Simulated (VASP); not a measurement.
# Mo: formation energy of interstitial H

Aim: the formation energy and local structure of interstitial H in Mo.

Calculated with VASP 6.6.1; PBEsol; plane waves and PAW (Mo), in the first sound run; inputs show where later runs differ.

### 1. The host crystal

The structure is cubic, space group Im-3m (No. 229). The conventional cell has a = 3.150 Å, b = 3.150 Å, c = 3.150 Å, α = 90.00°, β = 90.00°, γ = 90.00°. Mo has 8 Mo at 2.73 Å nearest.

Structure file:

```
Mo
1.0
    -1.57500    1.57500    1.57500
     1.57500   -1.57500    1.57500
     1.57500    1.57500   -1.57500
Mo
1
Direct
  0.00000 0.00000 0.00000
```

### 2. Relaxing the host crystal

First cell and atoms are relaxed at a raised cutoff, so that later runs start from this functional's own cell.

The input, INCAR:

```
SYSTEM = Mo
PREC = Accurate
ENCUT = 350
EDIFF = 1E-06
NELM = 120
ISMEAR = 1
SIGMA = 0.15
LREAL = .FALSE.
ALGO = Normal
GGA = PS
NBANDS = 9
LASPH = .TRUE.
LORBIT = 11
LWAVE = .FALSE.
LCHARG = .FALSE.
KPAR = 8
IBRION = 2
NSW = 40
ISIF = 3
EDIFFG = -0.02
POTIM = 0.4
```

The input, POSCAR:

```
Mo
1.0
   -1.5750000000      1.5750000000      1.5750000000
    1.5750000000     -1.5750000000      1.5750000000
    1.5750000000      1.5750000000     -1.5750000000
Mo
1
Direct
    0.0000000000      0.0000000000      0.0000000000
```

The input, KPOINTS:

```
Automatic mesh
0
Gamma
15 15 15
0 0 0
```

Potentials, in the order of the species: Mo (PBE family, release 64).

Launch:

```console
mpirun -np 8 vasp_std
```

Log:

```text
[banner, memory and clock lines left out]
running    8 mpi-ranks, on    1 nodes
 distrk:  each k-point on    1 cores,    8 groups
 distr:  one band on    1 cores,    1 groups

 POSCAR found type information on POSCAR Mo
 POSCAR found :  1 types and       1 ions
|                                                                             |
|           W    W    AA    RRRRR   N    N  II  N    N   GGGG   !!!           |
|           W    W   A  A   R    R  NN   N  II  NN   N  G    G  !!!           |
|           W    W  A    A  R    R  N N  N  II  N N  N  G       !!!           |
|           W WW W  AAAAAA  RRRRR   N  N N  II  N  N N  G  GGG   !            |
|           WW  WW  A    A  R   R   N   NN  II  N   NN  G    G                |
|           W    W  A    A  R    R  N    N  II  N    N   GGGG   !!!           |
|                                                                             |
|     For optimal performance we recommend to set                             |
|       NCORE = 2 up to number-of-cores-per-socket                            |
|     NCORE specifies how many cores store one orbital (NPAR=cpu/NCORE).      |
|     This setting can greatly improve the performance of VASP for DFT.       |
|     The default, NCORE=1 might be grossly inefficient on modern             |
|     multi-core architectures or massively parallel machines. Do your        |
|     Unfortunately you need to use the default for GW and RPA                |
|     calculations (for HF NCORE is supported but not extensively tested      |
|     yet).                                                                   |
|                                                                             |

|                                                                             |
|               ----> ADVICE to this user running VASP <----                  |
|                                                                             |
|     You enforced a specific xc type in the INCAR file but a different       |
|     [... a line on the potential file left out ...]
|     I HOPE YOU KNOW WHAT YOU ARE DOING!                                     |
|                                                                             |

 LDA part: xc-table for (Slater+PW92), standard interpolation
 POSCAR, INCAR and KPOINTS ok, starting setup
 FFT: planning ... GRIDC
 FFT: planning ... GRID_SOFT
 FFT: planning ... GRID
 WAVECAR not read
 entering main loop
       N       E                     dE             d eps       ncg     rms          rms(c)
DAV:   1     0.208762809290E+01    0.20876E+01   -0.23257E+03  2233   0.401E+02
DAV:   2    -0.124089062203E+02   -0.14497E+02   -0.13899E+02  2445   0.949E+01
DAV:   3    -0.126201814946E+02   -0.21128E+00   -0.21092E+00  2429   0.104E+01
DAV:   4    -0.126204401305E+02   -0.25864E-03   -0.25863E-03  2384   0.349E-01
DAV:   5    -0.126204403427E+02   -0.21223E-06   -0.21131E-06  2421   0.981E-03    0.151E+01
DAV:   6    -0.119658228724E+02    0.65462E+00   -0.77355E-01  2238   0.558E+00    0.540E+00
DAV:   7    -0.117973370670E+02    0.16849E+00   -0.44668E-01  2257   0.404E+00    0.758E-01
DAV:   8    -0.117918003247E+02    0.55367E-02   -0.55955E-03  2219   0.505E-01    0.228E-01
DAV:   9    -0.117915806736E+02    0.21965E-03   -0.24062E-04  2381   0.121E-01    0.474E-02
DAV:  10    -0.117915844474E+02   -0.37739E-05   -0.22680E-06  2358   0.106E-02    0.207E-02
DAV:  11    -0.117915831817E+02    0.12658E-05   -0.83149E-07  1192   0.677E-03    0.835E-04
DAV:  12    -0.117915831575E+02    0.24205E-07   -0.18495E-08  1103   0.142E-03
   1 F= -.11791583E+02 E0= -.11791525E+02  d E =-.117916E+02
 curvature:   0.00 expect dE= 0.000E+00 dE for cont linesearch  0.000E+00
 trial: gam= 0.00000 g(F)=  0.176E-64 g(S)=  0.673E-01 ort = 0.000E+00 (trialstep = 0.100E+01)
 search vector abs. value=  0.673E-01
 bond charge predicted
       N       E                     dE             d eps       ncg     rms          rms(c)
DAV:   1    -0.118153396483E+02   -0.23756E-01   -0.32316E+00  2167   0.135E+01    0.499E+00
DAV:   2    -0.117606682054E+02    0.54671E-01   -0.70910E-02  2289   0.210E+00    0.176E+00
DAV:   3    -0.117463254947E+02    0.14343E-01   -0.38066E-02  2290   0.120E+00    0.130E-01
DAV:   4    -0.117463389454E+02   -0.13451E-04   -0.55861E-04  2320   0.181E-01    0.356E-02
DAV:   5    -0.117463946294E+02   -0.55684E-04   -0.24155E-04  2331   0.606E-02    0.778E-03
DAV:   6    -0.117463954996E+02   -0.87020E-06   -0.46554E-06  2351   0.201E-02
   2 F= -.11746395E+02 E0= -.11746181E+02  d E =0.451877E-01
 trial-energy change:    0.045188  1 .order    0.048148   -0.067281    0.163577
 step:   0.3078(harm=  0.2914)  dis= 0.00000  next Energy=   -11.802025 (dE=-0.104E-01)
 bond charge predicted
       N       E                     dE             d eps       ncg     rms          rms(c)
DAV:   1    -0.118348009493E+02   -0.88406E-01   -0.15199E+00  2167   0.914E+00    0.335E+00
DAV:   2    -0.118083260259E+02    0.26475E-01   -0.41314E-02  2282   0.158E+00    0.124E+00
DAV:   3    -0.118023864758E+02    0.59396E-02   -0.16796E-02  2251   0.769E-01    0.442E-02
DAV:   4    -0.118023511033E+02    0.35373E-04   -0.23383E-04  2325   0.118E-01    0.323E-02
DAV:   5    -0.118023511562E+02   -0.52935E-07   -0.13152E-04  2261   0.516E-02    0.663E-03
DAV:   6    -0.118023509757E+02    0.18053E-06   -0.12130E-06  2159   0.800E-03
   3 F= -.11802351E+02 E0= -.11802252E+02  d E =-.107678E-01
 curvature:  -0.15 expect dE=-0.457E-05 dE for cont linesearch -0.457E-05
 trial: gam=-0.02112 g(F)=  0.252E-63 g(S)=  0.314E-04 ort = 0.145E-02 (trialstep = 0.862E+00)
 search vector abs. value=  0.147E-07
 reached required accuracy - stopping structural energy minimisation
```

Wall time 7.6 s (8 MPI ranks of AMD EPYC 7R43, shared host); peak memory 0.81 GiB; 55 s of CPU time.

The logs omit lines about the potential files and the build; timing stands in the text.

Parts of OUTCAR (step 2):

```text
ion  position               nearest neighbor table
   1  0.000  0.000  0.000-

  LATTYP: Found a body centered cubic cell.
 ALAT       =     3.1500000000

 Subroutine GETGRP returns: Found 48 space group operations
 (whereof 48 operations were pure point group operations)

The static configuration has the point symmetry O_h .

 Found    120 irreducible k-points:

   k-points           NKPTS =    120   k-points in BZ     NKDIM =    120   number of bands    NBANDS=      9

   dimension x,y,z NGX =    18 NGY =   18 NGZ =   18
   dimension x,y,z NGXF=    36 NGYF=   36 NGZF=   36

   ENCUT  =  350.0 eV  25.72 Ry    5.07 a.u.   4.16  4.16  4.16*2*pi/ulx,y,z

   NELECT =       6.0000    total number of electrons

 k-points in reciprocal lattice and weights: Automatic mesh
   0.00000000  0.00000000  0.00000000       0.000
   0.06666667  0.00000000  0.00000000       0.004
   0.13333333  0.00000000  0.00000000       0.004
   0.20000000  0.00000000  0.00000000       0.004
   0.26666667  0.00000000  0.00000000       0.004
   0.33333333  0.00000000  0.00000000       0.004
   0.40000000  0.00000000  0.00000000       0.004
   0.46666667  0.00000000  0.00000000       0.004
   0.06666667  0.06666667  0.00000000       0.007
[...]
-0.46666667 -0.46666667  0.40000000       0.002
  -0.46666667  0.46666667  0.46666667       0.002

 average (electrostatic) potential at core
       1 -36.2984

 E-fermi :   6.9430

 k-point     1 :       0.0000    0.0000    0.0000
  band No.  band energies     occupation
      1      -0.3609      2.00000
      2       5.5573      2.00000
      3       5.5573      2.00000
      4       5.5573      2.00000
      5       8.6625     -0.00000
      6       8.6625     -0.00000
      7      23.5106      0.00000
      8      23.5106      0.00000
      9      23.5106      0.00000

 k-point     2 :       0.0667    0.0000    0.0000
  band No.  band energies     occupation
      1      -0.1650      2.00000
      2       5.4442      2.00000
      3       5.5409      2.00000
      4       5.7527      2.00000
      5       8.5018     -0.00000
      6       8.6689     -0.00000
      7      23.6506      0.00000
      8      23.8463      0.00000
      9      23.8689      0.00000

 k-point     3 :       0.1333    0.0000    0.0000
  band No.  band energies     occupation
      1       0.3816      2.00000
      2       5.1387      2.00000
      3       5.4584      2.00000
      4       6.3267      2.00000
      5       8.1940     -0.00000
      6       8.6967     -0.00000
      7      23.9116      0.00000
      8      24.6187      0.00000
      9      24.8116      0.00000

  Total       -0.0164567     -0.0164567     -0.0164567      0.0000000     -0.0000000      0.0000000
  in kB       -1.7338241     -1.7338241     -1.7338241      0.0000000     -0.0000000      0.0000000
  external PRESSURE =      -1.7338241 kB  Pullay stress =       0.0000000 kB

  energy-cutoff  :      350.00
  volume of cell :       15.21
      direct lattice vectors                 reciprocal lattice vectors
    -1.560736003  1.560736003  1.560736003     0.000000000  0.320361675  0.320361675
     1.560736003 -1.560736003  1.560736003     0.320361675  0.000000000  0.320361675
     1.560736003  1.560736003 -1.560736003     0.320361675  0.320361675  0.000000000

 POSITION                                       TOTAL-FORCE (eV/Angst)
 -----------------------------------------------------------------------------------
      0.00000      0.00000      0.00000         0.000000      0.000000      0.000000
 -----------------------------------------------------------------------------------
    total drift:                                0.000000     -0.000000      0.000000

  FREE ENERGIE OF THE ION-ELECTRON SYSTEM (eV)
  ---------------------------------------------------
  free  energy   TOTEN  =       -11.8023509757 eV

  energy  without entropy=      -11.8020529856  energy(sigma->0) =      -11.80225165

 reached required accuracy - stopping structural energy minimisation

 total charge
# of ion       s       p       d       tot
------------------------------------------
    1        0.532   0.586   4.354   5.473

[... 3 further parts left out ...]
```

CONTCAR:

```
Mo
   1.00000000000000
    -1.5607360025817016    1.5607360025817016    1.5607360025817016
     1.5607360025817016   -1.5607360025817016    1.5607360025817016
     1.5607360025817016    1.5607360025817016   -1.5607360025817016
  Mo
     1
Direct
     0.0000000000000000    0.0000000000000000    0.0000000000000000
```

The PAW data sets were made with PBE, which is usual practice but a small mismatch for other functionals. The data set Mo keeps the semicore shell frozen, which is cheaper and a little less accurate. The run keeps the 48 symmetry operations of its start, so it cannot find a distortion of lower symmetry.

Relaxation path:

```tsv
step	energy less that of the first step (eV)	largest force (eV/Å)	pressure (GPa)	volume (Å³)
1	0.0000	0.0000	-7.82	15.63
2	0.0452	0.0000	20.78	14.29
3	-0.0108	0.0000	-0.17	15.21
```

```tsv
conventional cell, symmetrised	before	after	change
a (Å)	3.150	3.121	-0.9 %
b (Å)	3.150	3.121	-0.9 %
c (Å)	3.150	3.121	-0.9 %
volume (Å³/atom)	15.63	15.21	-2.7 %
```

Final coordinates:

```xyz
1
Lattice="-1.5607 1.5607 1.5607 1.5607 -1.5607 1.5607 1.5607 1.5607 -1.5607" Properties=species:S:1:pos:R:3 pbc="T T T"
Mo    0.0000    0.0000    0.0000
```

Numbers from this step:

- electronic cycles: 24
- electrons: 6
- free energy (TOTEN): -11.80 eV
- energy at zero smearing: -11.80 eV
- Fermi energy: 6.943 eV
- labelled metallic, from the levels on this mesh: yes

The run ended after 3 ionic steps, 0.011 eV below its first step, once forces and stress met EDIFFG = -0.02.

(Part 1 of 4 ends here.)

[Lines on the potential files, build, host, timing and source positions are cut from VASP's logs without a mark.]

[Logs are printed without paths, hosts, clocks, repeated set-up lines and the standing remarks that a program may print on its own settings, such as how far it seeks lower states.]

[Hosts, paths, dates, database ids (printed as entryN), source tags and the programs' standing remarks are cut or masked in the printed files.]

[In band tables of VASP the shares of atoms and orbitals are scaled to a sum of 1 inside the atoms' spheres.]

[Runs that stopped without an error message from VASP are left out.]
